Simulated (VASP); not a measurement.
# YTlS3 (Pm-3m) in VASP: notebook

The runs below take YTlS3 through single point, relaxation of cell and atoms, with PBE.

Everything below comes from runs of VASP 6.6.1. Logs are shortened: lines on timing, memory, paths and dates and some standing lists are left out, and cuts for length are marked.

### Step 1. The crystal as given

The structure is cubic, space group Pm-3m (No. 221). Conventional cell: a = 5.315 Å, b = 5.315 Å, c = 5.315 Å, α = 90.00°, β = 90.00°, γ = 90.00°. Y (site symmetry m-3m) is surrounded by 6 S at 2.66 Å. Tl (site symmetry m-3m) has 12 S at 3.76 Å as nearest neighbours. S (site symmetry 4/mmm) has 2 Y at 2.66 Å as nearest neighbours.

The cell was built by a generator and needn't be a form met in nature.

### Step 2. Single point, PBE

INCAR

```
SYSTEM = YTlS3
PREC = Accurate
ENCUT = 520
EDIFF = 1E-7
ISMEAR = 0
SIGMA = 0.1
LREAL = .False.
LASPH = .True.
NELM = 60
ALGO = Fast
ISIF = 2
LWAVE = .False.
LCHARG = .False.
GGA = PE
NBANDS = 29
```

KPOINTS

```
regular mesh
0
Gamma
  8 8 8
  0 0 0
```

POSCAR

```
YTlS3
1.0
    5.3151722802      0.0000000000      0.0000000000
    0.0000000000      5.3151722802      0.0000000000
    0.0000000000      0.0000000000      5.3151722802
Y Tl S
1 1 3
Direct
    0.0000000000      0.0000000000      0.0000000000
    0.5000000000      0.5000000000      0.5000000000
    0.5000000000      0.0000000000      0.0000000000
    0.0000000000      0.5000000000      0.0000000000
    0.0000000000      0.0000000000      0.5000000000
```

Potentials or basis: VASP PAW PBE potentials, release 64 (Y_sv, Tl_d, S).

Started as:

```sh
cat potpaw_PBE.64/Y_sv/POTCAR potpaw_PBE.64/Tl_d/POTCAR potpaw_PBE.64/S/POTCAR > POTCAR
mpirun -np 1 vasp_std > vasp.out
```

OUTCAR:

```text
SYSTEM = YTlS3
   PREC = Accurate
   ENCUT = 520
   EDIFF = 1E-7
   ISMEAR = 0
   LREAL = .False.
   LASPH = .True.
   NELM = 60
   ISIF = 2
   GGA = PE

 ion  position               nearest neighbor table
   1  0.000  0.000  0.000-   3 2.66   4 2.66   5 2.66   5 2.66   4 2.66   3 2.66
   2  0.500  0.500  0.500-
   3  0.500  0.000  0.000-   1 2.66   1 2.66
   4  0.000  0.500  0.000-   1 2.66   1 2.66
   5  0.000  0.000  0.500-   1 2.66   1 2.66

  LATTYP: Found a simple cubic cell.
 ALAT       =     5.3151722802

  Lattice vectors:

 A1 = (   5.3151722802,   0.0000000000,   0.0000000000)
 A2 = (   0.0000000000,   5.3151722802,   0.0000000000)
 A3 = (   0.0000000000,   0.0000000000,   5.3151722802)

Analysis of symmetry for initial positions (statically):
=====================================================================
 Subroutine PRICEL returns:
 Original cell was already a primitive cell.

 Routine SETGRP: Setting up the symmetry group for a
 simple cubic supercell.

 Subroutine GETGRP returns: Found 48 space group operations
 (whereof 48 operations were pure point group operations)
 out of a pool of 48 trial point group operations.

The static configuration has the point symmetry O_h .

Analysis of symmetry for dynamics (positions and initial velocities):
=====================================================================
 Subroutine PRICEL returns:
 Original cell was already a primitive cell.

 Routine SETGRP: Setting up the symmetry group for a
 simple cubic supercell.

 Subroutine GETGRP returns: Found 48 space group operations
 (whereof 48 operations were pure point group operations)
 out of a pool of 48 trial point group operations.

The dynamic configuration has the point symmetry O_h .

 Subroutine INISYM returns: Found 48 space group operations
 (whereof 48 operations are pure point group operations),
 and found     1 'primitive' translations

----------------------------------------------------------------------------------------

                                     Primitive cell

  volume of cell :     150.1592

  direct lattice vectors                    reciprocal lattice vectors
     5.315172280  0.000000000  0.000000000     0.188140656  0.000000000  0.000000000
     0.000000000  5.315172280  0.000000000     0.000000000  0.188140656  0.000000000
     0.000000000  0.000000000  5.315172280     0.000000000  0.000000000  0.188140656

  length of vectors
     5.315172280  5.315172280  5.315172280     0.188140656  0.188140656  0.188140656

  position of ions in fractional coordinates (direct lattice)
     0.000000000  0.000000000  0.000000000
     0.500000000  0.500000000  0.500000000
     0.500000000  0.000000000  0.000000000
     0.000000000  0.500000000  0.000000000
     0.000000000  0.000000000  0.500000000

  ion indices of the primitive-cell ions
   primitive index   ion index
                 1           1
                 2           2
                 3           3
                 4           4
                 5           5

----------------------------------------------------------------------------------------

 KPOINTS: regular mesh

Automatic generation of k-mesh.
 Grid dimensions read from file:
 generate k-points for:    8    8    8

 Generating k-lattice:

  Cartesian coordinates                     Fractional coordinates (reciprocal lattice)
     0.023517582  0.000000000  0.000000000     0.125000000  0.000000000  0.000000000
     0.000000000  0.023517582  0.000000000     0.000000000  0.125000000  0.000000000
     0.000000000  0.000000000  0.023517582     0.000000000  0.000000000  0.125000000

  Length of vectors
     0.023517582  0.023517582  0.023517582

  Shift w.r.t. Gamma in fractional coordinates (k-lattice)
     0.000000000  0.000000000  0.000000000

 Subroutine IBZKPT returns following result:
 ===========================================

 Found     35 irreducible k-points:

 Following reciprocal coordinates:
            Coordinates               Weight
  0.000000  0.000000  0.000000      1.000000
  0.125000  0.000000  0.000000      6.000000
  0.250000  0.000000  0.000000      6.000000
  0.375000  0.000000  0.000000      6.000000
  0.500000  0.000000  0.000000      3.000000
  0.125000  0.125000  0.000000     12.000000
[... 16 lines left out ...]
  0.375000  0.375000  0.125000     24.000000
  0.500000  0.375000  0.125000     24.000000
 [... further k-points ...]
   k-points           NKPTS =     35   k-points in BZ     NKDIM =     35   number of bands    NBANDS=     29
   number of dos      NEDOS =    301   number of ions     NIONS =      5
   total plane-waves  NPLWV =  64000
   dimension x,y,z NGX =    40 NGY =   40 NGZ =   40
   dimension x,y,z NGXF=    80 NGYF=   80 NGZF=   80
   ions per type =               1   1   3
   NGX,Y,Z   is equivalent  to a cutoff of  12.51, 12.51, 12.51 a.u.
   NGXF,Y,Z  is equivalent  to a cutoff of  25.02, 25.02, 25.02 a.u.
 SYSTEM =  YTlS3
   PREC   = accura    normal or accurate (medium, high low for compatibility)
   ISTART =      0    job   : 0-new  1-cont  2-samecut
   ICHARG =      2    charge: 1-file 2-atom 10-const
   ISPIN  =      1    spin polarized calculation?
   LNONCOLLINEAR =      F non collinear calculations
   LSORBIT =      F    spin-orbit coupling
   LASPH  =      T    aspherical Exc in radial PAW
   ENCUT  =  520.0 eV  38.22 Ry    6.18 a.u.   9.88  9.88  9.88*2*pi/ulx,y,z
   NELM   =     60;   NELMIN=  2; NELMDL= -5     # of ELM steps
   EDIFF  = 0.1E-06   stopping-criterion for ELM
   LREAL  =      F    real-space projection
   EDIFFG = 0.1E-05   stopping-criterion for IOM
   NSW    =      0    number of steps for IOM
   IBRION =     -1    ionic relax: 0-MD 1-quasi-New 2-CG
   NFREE  =      0    steps in history (QN), initial steepest desc. (CG)
   ISIF   =      2    stress and relaxation
   ISYM   =      2    0-nonsym 1-usesym 2-fastsym
   POTIM  = 0.5000    time-step for ionic-motion
   TEBEG  =    0.0;   TEEND  =   0.0 temperature during run
   PSTRESS=    0.0 pullay stress
   NELECT =      42.0000    total number of electrons
   NUPDOWN=      -1.0000    fix difference up-down
   EMIN   =  10.00;   EMAX   =-10.00  energy-range for DOS
   EFERMI =   0.00;   METHOD = LEGACY
   ISMEAR =     0;   SIGMA  =   0.10  broadening in eV -4-tet -1-fermi 0-gaus
   EFERMI_NEDOS =   21; number of points for ismear=-14 and -15
   IALGO  =     68    algorithm
   IMIX   =      4    mixing-type and parameters
     AMIX     =   0.40;   BMIX     =  1.00
     AMIX_MAG =   1.60;   BMIX_MAG =  1.00
  volume/ion in A,a.u.               =      30.03       202.66
  Fermi-wavevector in a.u.,A,eV,Ry     =   1.070633  2.023203 15.595743  1.146255
  Thomas-Fermi vector in A             =   2.206349
   LORBIT       =      0    0 simple, 1 ext, 2 COOP (PROOUT), +10 PAW based schemes
   GGA     = PE    functional components
   LHFCALC =     F    Hartree Fock is set to
   AEXX    =    0.0000 exact exchange contribution
   IVDW    =     0    specifies the selected vdW correction
   LEPSILON=     F    determine dielectric tensor
   LRPA    =     F    only Hartree local field effects (RPA)
 non-spin polarized calculation
 RMM-DIIS sequential band-by-band and
 Gauss-broadening in eV      SIGMA  =   0.10
  energy-cutoff  :      520.00
  volume of cell :      150.16
 maximum number of plane-waves:      4076
 NGX is ok and might be reduce to    40
   NGX = 19   NGY = 19   NGZ = 19

 number of electron      42.0000018 magnetization

 Free energy of the ion-electron system (eV)
  ---------------------------------------------------
  ext. energy  EPLUGINS =         0.00000000
  ---------------------------------------------------
  free energy    TOTEN  =       -24.47521698 eV

  energy without entropy =      -24.43417638  energy(sigma->0) =      -24.45469668

 E-fermi :   1.4017     XC(G=0):  -8.5753

 val. band max:        1.3813687301   @ k =   0.1250   0.1250   0.0000
 cond. band min:       1.4168086400   @ k =   0.2500   0.0000   0.0000
 fundamental gap:      0.0354399098
 Fermi energy:         1.4017271817

 k-point     1 :       0.0000    0.0000    0.0000
  band No.  band energies     occupation
      1     -39.4084      2.00000
      2     -19.4872      2.00000
      3     -19.4872      2.00000
      4     -19.4872      2.00000
      5      -9.9620      2.00000
      6      -9.2926      2.00000
[... 21 lines left out ...]
     28       6.8751      0.00000
     29       6.8770      0.00000

 k-point     2 :       0.1250    0.0000    0.0000
  band No.  band energies     occupation
      1     -39.4084      2.00000
      2     -19.4927      2.00000
      3     -19.4871      2.00000
      4     -19.4871      2.00000
      5      -9.9244      2.00000
      6      -9.2879      2.00000
[... 21 lines left out ...]
     28       6.7562      0.00000
     29       6.9916      0.00000

 k-point     3 :       0.2500    0.0000    0.0000
  band No.  band energies     occupation
      1     -39.4083      2.00000
      2     -19.5060      2.00000
      3     -19.4868      2.00000
      4     -19.4868      2.00000
      5      -9.8357      2.00000
      6      -9.2764      2.00000
[... 21 lines left out ...]
     28       6.5083      0.00000
     29       6.7293      0.00000

 k-point     4 :       0.3750    0.0000    0.0000
  band No.  band energies     occupation
      1     -39.4082      2.00000
      2     -19.5192      2.00000
      3     -19.4866      2.00000
      4     -19.4866      2.00000
      5      -9.7512      2.00000
      6      -9.2645      2.00000
[... 597 lines left out ...]
     28       6.9447      0.00000
     29       7.5046      0.00000

 k-point    23 :       0.3750    0.3750    0.1250
  band No.  band energies     occupation
      1     -39.4079      2.00000
      2     -19.5185      2.00000
      3     -19.5184      2.00000
      4     -19.4915      2.00000
      5      -9.5075      2.00000
      6      -9.1620      2.00000
[... 21 lines left out ...]
     28       7.0336      0.00000
     29       7.5589      0.00000

 k-point    24 :       0.5000    0.3750    0.1250
  band No.  band energies     occupation
      1     -39.4078      2.00000
      2     -19.5239      2.00000
      3     -19.5183      2.00000
      4     -19.4914      2.00000
      5      -9.4847      2.00000
      6      -9.1458      2.00000
[... 21 lines left out ...]
     28       7.2892      0.00000
     29       7.5510      0.00000

 [... further k-points ...]

------------------------ aborting loop because EDIFF is reached ----------------------------------------

  FORCE on cell =-STRESS in cart. coord.  units (eV):
  Direction    XX          YY          ZZ          XY          YZ          ZX
  --------------------------------------------------------------------------------------
  -------------------------------------------------------------------------------------
  Total       -0.0653786     -0.0653786     -0.0653786      0.0000000     -0.0000000     -0.0000000
  in kB       -0.6975806     -0.6975806     -0.6975806      0.0000000     -0.0000000     -0.0000000
  external PRESSURE =      -0.6975806 kB  Pullay stress =       0.0000000 kB

 VOLUME and BASIS-vectors are now :
 -----------------------------------------------------------------------------
  energy-cutoff  :      520.00
  volume of cell :      150.16
      direct lattice vectors                 reciprocal lattice vectors
     5.315172280  0.000000000  0.000000000     0.188140656  0.000000000  0.000000000
     0.000000000  5.315172280  0.000000000     0.000000000  0.188140656  0.000000000
     0.000000000  0.000000000  5.315172280     0.000000000  0.000000000  0.188140656

 POSITION                                       TOTAL-FORCE (eV/Angst)
 -----------------------------------------------------------------------------------
      0.00000      0.00000      0.00000         0.000000      0.000000      0.000000
      2.65759      2.65759      2.65759         0.000000      0.000000      0.000000
      2.65759      0.00000      0.00000         0.000000      0.000000      0.000000
      0.00000      2.65759      0.00000         0.000000      0.000000      0.000000
      0.00000      0.00000      2.65759         0.000000      0.000000      0.000000
 -----------------------------------------------------------------------------------
    total drift:                               -0.000000      0.000000     -0.000000

  FREE ENERGIE OF THE ION-ELECTRON SYSTEM (eV)
  ---------------------------------------------------
  free  energy   TOTEN  =       -24.4752169799 eV

  energy  without entropy=      -24.4341763756  energy(sigma->0) =      -24.45469668
```

Run time: 3.5 min. Hardware: 1 thread of Intel Xeon Platinum 8259CL at 2.50GHz (Skylake/Cascade Lake), shared host; peak memory 0.36 GiB.

Results:

| Item | Value |
| --- | --- |
| Free energy | -24.4752 eV |
| Pressure | -0.1 GPa |
| Band gap on the k mesh | none (metal or under the smearing width) |

### Step 3. Relaxation of cell and atoms, PBE

This run uses another cell than the first one, of 31.05 Å³/atom, 1.034 times its volume.

INCAR

```
SYSTEM = YTlS3
  ALGO = Normal
  EDIFF = 1E-6
  EDIFFG = -0.01
  ENCUT = 600
  GGA = PE
  IBRION = 2
  ISIF = 3
  ISMEAR = 0
  LASPH = .True.
  LCHARG = .False.
  LREAL = .False.
  LWAVE = .False.
  NELM = 100
  NSW = 100
  PREC = Accurate
  SIGMA = 0.1
```

KPOINTS

```
k-points
0
Gamma
  8 8 8
  0 0 0
```

Changes to POSCAR since step 2:

```diff
@@ -2,5 +2,5 @@
 1.0
-    5.3151722802      0.0000000000      0.0000000000
-    0.0000000000      5.3151722802      0.0000000000
-    0.0000000000      0.0000000000      5.3151722802
+    5.3746023100      0.0000000000      0.0000000000
+    0.0000000000      5.3746023100      0.0000000000
+    0.0000000000      0.0000000000      5.3746023100
 Y Tl S
```

Potentials or basis: VASP PAW PBE potentials, release 64 (Y_sv, Tl_d, S).

Started as:

```sh
cat potpaw_PBE.64/Y_sv/POTCAR potpaw_PBE.64/Tl_d/POTCAR potpaw_PBE.64/S/POTCAR > POTCAR
mpirun -np 1 vasp_std > vasp.out
```

Run time: 5.9 min. Hardware: 1 thread of Intel Xeon Platinum 8259CL at 2.50GHz (Skylake/Cascade Lake), shared host; peak memory 0.47 GiB.

Results (log left out):

| Property | Result |
| --- | --- |
| Free energy | -24.4760 eV |
| Relaxed volume | 30.00 Å³/atom |
| Relaxed cell | a = 5.313 Å, b = 5.313 Å, c = 5.313 Å, α = 90.00°, β = 90.00°, γ = 90.00° |
| Space group after relaxing (to 0.05 Å) | Pm-3m (No. 221) |
| Energy gained by relaxing | 4.4 meV/atom |
| Ionic steps | 3 |
| Pressure after relaxing | 0.0 GPa |
| Band gap on the k mesh | none (metal or under the smearing width) |

Step by step:
```
step  energy change (eV)  largest force (eV/Å)  pressure (GPa)  volume (Å³)
   1              0.0000                0.0000           -1.30       155.25
   2             -0.0218                0.0000            0.10       149.64
   3             -0.0219                0.0000            0.00       150.02
```

Final structure:
```xyz
5
Lattice="5.3135 0.0000 0.0000 0.0000 5.3135 0.0000 0.0000 0.0000 5.3135" Properties=species:S:1:pos:R:3 pbc="T T T"
Y     0.0000    0.0000    0.0000
Tl    2.6567    2.6567    2.6567
S     2.6567    0.0000    0.0000
S     0.0000    2.6567    0.0000
S     0.0000    0.0000    2.6567
```

Levels at points of the mesh, in eV from the Fermi level:
| k point | band 19 | band 20 | band 21 | band 22 | band 23 | band 24 |
| --- | --- | --- | --- | --- | --- | --- |
| (0.00, 0.00, 0.00) | -0.34 | 0.09 | 0.09 | 0.09 | 3.26 | 3.26 |
| (0.50, 0.00, 0.00) | -0.54 | -0.20 | 0.03 | 0.03 | 3.26 | 3.33 |
| (0.50, 0.50, 0.00) | -1.03 | -1.03 | -0.81 | 0.50 | 3.79 | 4.51 |
| (0.50, 0.50, 0.50) | -1.99 | 0.50 | 0.50 | 0.50 | 5.03 | 5.03 |

Spin-orbit coupling is left out, which matters for the levels of Tl.

### Step 4. Single point, PBE

INCAR

```
  PREC = Accurate
  ENCUT = 520
  EDIFF = 1E-7
  ISMEAR = 0
  SIGMA = 0.1
  LREAL = F
  LASPH = T
  NELM = 80
  ALGO = Normal
  ISIF = 2
  LWAVE = F
  LCHARG = T
  GGA = PE
  LELF = T
  LVHAR = T
  NBANDS = 29
```

KPOINTS

```
Automatic mesh
0
Gamma
  8 8 8
```

Changes to POSCAR since step 3:

```diff
@@ -2,5 +2,5 @@
 1.0
-    5.3746023100      0.0000000000      0.0000000000
-    0.0000000000      5.3746023100      0.0000000000
-    0.0000000000      0.0000000000      5.3746023100
+    5.3151722802      0.0000000000      0.0000000000
+    0.0000000000      5.3151722802      0.0000000000
+    0.0000000000      0.0000000000      5.3151722802
 Y Tl S
```

Started as:

```sh
cat potpaw_PBE.64/Y_sv/POTCAR potpaw_PBE.64/Tl_d/POTCAR potpaw_PBE.64/S/POTCAR > POTCAR
mpirun -np 1 vasp_std > vasp.out
```

Wall time 2.1 min (1 thread of Intel Xeon Platinum 8259CL at 2.50GHz (Skylake/Cascade Lake), shared host); peak memory 0.35 GiB.

The run converged. Its results:

* Free energy: -24.4752 eV
* Pressure: -0.1 GPa
* Band gap on the k mesh: none (metal or under the smearing width)

Levels at points of the mesh, in eV from the Fermi level:
```csv
k point,band 18,band 19,band 20,band 21,band 22,band 23,band 24,band 25
"(0.00, 0.00, 0.00)",-0.34,-0.34,0.09,0.09,0.09,3.26,3.26,3.26
"(0.50, 0.00, 0.00)",-1.21,-0.54,-0.20,0.03,0.03,3.26,3.33,4.59
"(0.50, 0.50, 0.00)",-1.08,-1.03,-1.03,-0.81,0.50,3.79,4.51,4.51
"(0.50, 0.50, 0.50)",-1.99,-1.99,0.50,0.50,0.50,5.03,5.03,5.03
```

The run has no spin-orbit coupling, so splittings on Tl are missing.

### Step 5. Single point, PBE

This run uses another cell than the first one, of 31.05 Å³/atom, 1.034 times its volume.

INCAR

```
ALGO = Normal
EDIFF = 1E-6
ENCUT = 520
GGA = PE
ISIF = 2
ISMEAR = 0
LASPH = T
LCHARG = T
LELF = T
LREAL = F
LVHAR = T
LWAVE = F
NBANDS = 29
NELM = 80
PREC = Accurate
SIGMA = 0.1
```

KPOINTS

```
k-points
0
Gamma
  4 4 4
```

Changes to POSCAR since step 4:

```diff
@@ -2,5 +2,5 @@
 1.0
-    5.3151722802      0.0000000000      0.0000000000
-    0.0000000000      5.3151722802      0.0000000000
-    0.0000000000      0.0000000000      5.3151722802
+    5.3746023100      0.0000000000      0.0000000000
+    0.0000000000      5.3746023100      0.0000000000
+    0.0000000000      0.0000000000      5.3746023100
 Y Tl S
```

Started as:

```sh
cat potpaw_PBE.64/Y_sv/POTCAR potpaw_PBE.64/Tl_d/POTCAR potpaw_PBE.64/S/POTCAR > POTCAR
mpirun -np 1 vasp_std > vasp.out
```

It took 49 s on 1 thread of Intel Xeon Platinum 8259CL at 2.50GHz (Skylake/Cascade Lake), shared host; peak memory 0.26 GiB.

Results (log left out):

```yaml
Free_energy: -24.4091 eV
Pressure: -1.3 GPa
Band_gap_on_the_k_mesh: none (metal or under the smearing width)
```

Levels at points of the mesh, in eV from the Fermi level:
| k point | band 18 | band 19 | band 20 | band 21 | band 22 | band 23 | band 24 | band 25 |
| --- | --- | --- | --- | --- | --- | --- | --- | --- |
| (0.00, 0.00, 0.00) | -0.34 | -0.34 | 0.03 | 0.03 | 0.03 | 3.22 | 3.22 | 3.22 |
| (0.50, 0.00, 0.00) | -1.16 | -0.53 | -0.26 | -0.02 | -0.02 | 3.21 | 3.29 | 4.48 |
| (0.50, 0.50, 0.00) | -1.05 | -1.00 | -1.00 | -0.87 | 0.46 | 3.74 | 4.38 | 4.38 |
| (0.50, 0.50, 0.50) | -1.97 | -1.97 | 0.46 | 0.46 | 0.46 | 4.89 | 4.89 | 4.89 |

### Step 6. Summary

| task | cell | k mesh | cutoff (eV) | gap on the mesh (eV) | pressure (GPa) |
| --- | --- | --- | --- | --- | --- |
| single point | Pm-3m, 30.03 Å³/atom | 8 × 8 × 8 | 520 | none | -0.1 |
| relaxation of cell and atoms | relaxed | 8 × 8 × 8 | 600 | none | 0.0 |
| single point | Pm-3m, 31.05 Å³/atom | 4 × 4 × 4 | 520 | none | -1.3 |

Alike in all rows: level PBE; potentials or basis VASP PAW PBE potentials, release 64 (Y_sv, Tl_d, S); no spin polarisation; smearing gaussian 0.1 eV.

Total energies depend on the potentials used, so only differences within one code and one set of settings carry meaning.
